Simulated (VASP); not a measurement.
An input for Quantum ESPRESSO's pw.x (written as the equivalent of a VASP run, and not itself run):

```
&CONTROL
  calculation = 'scf'
  pseudo_dir = './pseudo'
  outdir = './out'
  tprnfor = .true.
  tstress = .true.
/
&SYSTEM
  ibrav = 0
  nat = 3
  ntyp = 2
  ecutwfc = 84
  occupations = 'tetrahedra'
  input_dft = 'vdw-df-cx'
/
&ELECTRONS
  conv_thr = 7.3e-09
  electron_maxstep = 100
/
ATOMIC_SPECIES
  Te 127.600 Te.upf
  Pt 195.084 Pt.upf
CELL_PARAMETERS angstrom
     2.0278766   -3.5123850   -0.0000000
     2.0278766    3.5123850    0.0000000
     0.0000000   -0.0000000    5.1355656
ATOMIC_POSITIONS crystal
  Te   0.3333330  0.6666670  0.2646296
  Te   0.6666670  0.3333330  0.7353704
  Pt   1.0000000  0.0000000  0.0000000
K_POINTS automatic
  10 10 7 0 0 0
```

### Question
Translate this input to VASP (INCAR, KPOINTS, POSCAR, choice of POTCAR).

### Answer
Several could match; the one computed here: 
File KPOINTS:
```
Automatic mesh
0
Gamma
10 10 7
0 0 0
```

**POSCAR**
```
PtTe2
1
    2.0278766324    -3.5123849745    -0.0000000000
    2.0278766324     3.5123849745     0.0000000000
    0.0000000000    -0.0000000000     5.1355655896
Te Pt
2 1
Direct
  0.3333330000   0.6666670000   0.2646296166
  0.6666670000   0.3333330000   0.7353703834
  1.0000000000   0.0000000000   0.0000000000
```

**INCAR**
```
SYSTEM = PtTe2
PREC = Accurate
ENCUT = 520
EDIFF = 1E-7
NELM = 100
ALGO = Normal
LREAL = .FALSE.
LASPH = .TRUE.
ISMEAR = -5
GGA = CX
LUSE_VDW = .TRUE.
AGGAC = 0.0
LMAXMIX = 6
LWAVE = .FALSE.
LCHARG = .TRUE.
LORBIT = 11
NEDOS = 601
ISIF = 2
LEFG = .TRUE.
```

POTCAR, in this order: Te Pt (PBE.64 set). Program: vasp_std.

Limits of the translation: the potentials are each code's own (VASP's PAW set, PseudoDojo norm-conserving files in pw.x), so ENCUT and ecutwfc are chosen apart and not converted; conv_thr bounds pw.x's estimated SCF error, while EDIFF bounds the energy change between steps; the field gradients of LEFG aren't asked of the other code.

The compound is PtTe2 in the 1T layered structure. It was relaxed first.
